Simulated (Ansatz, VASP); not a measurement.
# One calculation of KRu3, two programs

```
CELL_PARAMETERS angstrom
0.00000 3.18371 3.18371
3.18371 0.00000 3.18371
3.18371 3.18371 0.00000
ATOMIC_POSITIONS crystal
K 0.00000 0.00000 0.00000
Ru 0.75000 0.75000 0.75000
Ru 0.50000 0.50000 0.50000
Ru 0.25000 0.25000 0.25000
```

Alike in both runs: functional PBE; k mesh 4 × 4 × 4; occupations gaussian, width 0.1 eV; no spin polarisation.

Ansatz relaxed the structure, and its values are those at the end. VASP's run is a single point on that final structure, the one shown.

```csv
,VASP,Ansatz
version,VASP 6.6.1,Ansatz 0.2.0
potentials or method,"VASP PAW PBE potentials, release 64 (K_sv, Ru_pv)","scalar-relativistic, plane waves, PAW"
plane-wave cutoff (eV),520,420
valence electrons in the cell,51,57
```

|  | VASP | Ansatz | Ansatz less VASP |
| --- | --- | --- | --- |
| gap on the k mesh at the Fermi level (eV) | none | none | - |
| pressure (GPa) | 0.9 | 0.3 | -0.56 |

A gap of «none» marks a metal or a gap that the smearing closes. The two sets of potentials don't hold the same shells in valence.

Caveats: the k mesh is coarse (spacing up to 0.43 Å⁻¹), so the values aren't converged.
